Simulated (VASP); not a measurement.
Input of a VASP 6.6.1 run:

Contents of INCAR:

```
SYSTEM = Mg2CdO3
PREC     = Normal         ! precision mode
ENCUT    = 520            ! plane-wave cutoff, eV
EDIFF    = 1E-5           ! SCF threshold, eV
ISMEAR   = 0              ! smearing method
SIGMA    = 0.05           ! smearing width, eV
LREAL    = Auto         
LASPH    = .TRUE.         ! aspherical terms in the spheres
NELM     = 80             ! most SCF steps
ALGO     = Fast           ! electronic algorithm
ISIF     = 2              ! what is computed and relaxed
LWAVE    = .FALSE.        ! write WAVECAR
LCHARG   = .FALSE.        ! write CHGCAR
GGA      = PE             ! functional
```

KPOINTS

```
Automatic mesh
0
G
  4 4 3
  0 0 0
```

File POSCAR:

```
Mg2CdO3
1.0
    5.1406100000     -2.9572300000      0.0000000000
    5.1406100000      2.9572300000      0.0000000000
    0.0000000000      0.0000000000      5.3512300000
Mg Cd O
4 2 6
Direct
    0.8345410000      0.5066930000      0.0023540000
    0.1654590000      0.4933070000      0.5023540000
    0.5066930000      0.8345410000      0.5023540000
    0.4933070000      0.1654590000      0.0023540000
    0.1758390000      0.8241610000      0.9911660000
    0.8241610000      0.1758390000      0.4911660000
    0.5321230000      0.8334830000      0.8742560000
    0.1665170000      0.4678770000      0.8742560000
    0.1968350000      0.8031650000      0.4174100000
    0.8334830000      0.5321230000      0.3742560000
    0.4678770000      0.1665170000      0.3742560000
    0.8031650000      0.1968350000      0.9174100000
```

Potentials or basis: VASP PAW PBE potentials, release 64 (Mg, Cd, O).

Command:

```sh
$ cat potpaw_PBE.64/Mg/POTCAR potpaw_PBE.64/Cd/POTCAR potpaw_PBE.64/O/POTCAR > POTCAR
$ mpirun -np 1 vasp_std > vasp.out
```

Task: Estimate the largest force.

Result: 0.008 eV/Å.

Task: What does it give for the pressure?

Result: 0.1 GPa.

Forces on the atoms (eV/Å):
```
Mg   0.002 -0.005  0.004
Mg  -0.002  0.005  0.004
Mg   0.002  0.005  0.004
Mg  -0.002 -0.005  0.004
Cd   0.000 -0.001  0.006
Cd   0.000  0.001  0.006
O   -0.007 -0.002 -0.005
O    0.007 -0.002 -0.005
O    0.000  0.005 -0.005
O   -0.007  0.002 -0.005
O    0.007  0.002 -0.005
O    0.000 -0.005 -0.005
```
